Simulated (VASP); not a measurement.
```
CELL_PARAMETERS angstrom
      0.00000     2.76153     2.76153
      2.76153     0.00000     2.76153
      2.76153     2.76153     0.00000
ATOMIC_POSITIONS crystal
  Ce 0.00000 0.00000 0.00000
  O  0.25000 0.25000 0.25000
  O  0.75000 0.75000 0.75000
```

Level of theory: LDA (Ceperley-Alder, Perdew-Zunger), VASP's LDA PAW potentials (set 64) (plane waves; VASP 6.6.1). Settings: 400 eV cut-off, 10×10×10 Γ-centred mesh, Fermi-Dirac smearing of 0.050 eV, potentials Ce O.

At this cut-off the stress carries a Pulay error, which pulls relaxed volumes low.

Problem. What does the run give for the energy per atom (σ→0), pressure?

Solution. 
```
Property                       Result
---------------------  --------------
energy per atom (σ→0)  -9.575 eV/atom
pressure                   -19.61 GPa
```

The structure is a typed CeO2 crystal. The cell was not relaxed at this level. The run is not spin-polarised, so no magnetic state was tried.
